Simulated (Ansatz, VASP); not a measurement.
**BeAl2H2C: VASP beside Ansatz**

```
Be Al H C
1.0
     3.72238    0.00000    0.00000
     0.00000    3.72238    0.00000
     0.00000    0.00000    5.00499
Be Al H C
1 2 2 1
Direct
  0.00000 0.00000 0.00000
  0.50000 0.50000 0.25370
  0.50000 0.50000 0.74630
  0.00000 0.50000 0.00000
  0.50000 0.00000 0.00000
  0.00000 0.00000 0.50000
```

Change from the starting cell: species swapped into the LaAl2BRu2 type (P4/mmm, No. 123).

Alike in both runs: task single point; functional PBE; k mesh 6 × 6 × 4; occupations gaussian, width 0.1 eV; collinear spin.

```csv
,VASP,Ansatz
version,VASP 6.6.1,Ansatz 0.2.0
potentials or method,"VASP PAW PBE potentials, release 64 (Be, Al, H, C)","scalar-relativistic, plane waves, PAW"
plane-wave cutoff (eV),520,420
valence electrons in the cell,14,14
```

VASP gave:

```
gap on the k mesh at the Fermi level (eV)       : none
pressure (GPa)                                  : -15.9
largest component of the traceless stress (GPa) : 1.70
rms of the force components (eV/Å)              : 0.194
net moment per atom (μB)                        : 0.00
```

Q: Estimate Ansatz's values.

A: gap on the k mesh at the Fermi level (eV): none; pressure (GPa): -15.9; largest component of the traceless stress (GPa): 1.75; rms of the force components (eV/Å): 0.195; net moment per atom (μB): 0.00.

Atom by atom the forces differ by 0.000 eV/Å (rms over components). A gap of «none» marks a metal or a gap that the smearing closes. With one functional, cell and mesh, what is left measures potentials, basis and numerics. Ansatz warned: «seeded_moment_not_kept».

Caveats: so large a pressure means that the cell lies far from this level's equilibrium, or that cutoff or potentials fall short (VASP).
